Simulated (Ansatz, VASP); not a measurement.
## GaF in VASP and in Ansatz

```
CELL_PARAMETERS angstrom
0.00000 2.57696 2.57696
2.57696 0.00000 2.57696
2.57696 2.57696 0.00000
ATOMIC_POSITIONS crystal
Ga 0.25000 0.25000 0.25000
F 0.00000 0.00000 0.00000
```

The cell was built by a generator and needn't be a form met in nature.

Alike in both runs: task relaxation of cell and atoms; functional HF; k mesh 5 × 5 × 5; occupations fermi-dirac, width 0.05 eV; no spin polarisation.

```csv
,VASP,Ansatz
version,VASP 6.6.1,Ansatz 0.2.0
potentials or method,"VASP PAW PBE potentials, release 64 (Ga_d, F)",Ansatz PAW
plane-wave cutoff (eV),600,420
valence electrons in the cell,20,20
```

VASP gave:

```
gap on the k mesh at the Fermi level, each at its own relaxed structure (eV) : 9.60
relaxed volume (Å³/atom)                                                     : 25.82
relaxed cell length with the largest relative difference (Å)                 : 4.180
energy change over the relaxation (meV/atom)                                 : -438
```

Q: What did Ansatz give for the same quantities?

A: gap on the k mesh at the Fermi level, each at its own relaxed structure (eV): 9.73; relaxed volume (Å³/atom): 26.41; relaxed cell length with the largest relative difference (Å): 4.211; energy change over the relaxation (meV/atom): -435.

Caveats: the k mesh is coarse (spacing up to 0.42 Å⁻¹), so the values aren't converged, least of all with exact exchange; the volume moved by over 15 % at a fixed basis, so the end points are rough; the PAW data sets were made with another functional, which shifts forces and pressure a little (VASP); an odd mesh through Γ misses points on the zone boundary, where band edges often lie (VASP); odd divisions of the mesh miss points on the zone boundary, where band edges often lie, so the gap on the mesh can be too wide (Ansatz); the plane-wave basis is chosen anew once the cell has moved, so the energies of steps on either side of that aren't comparable (Ansatz); the PAW data sets come from PBE, with cores solved anew for the run's functional, which leaves a small shift of forces and pressure (Ansatz).
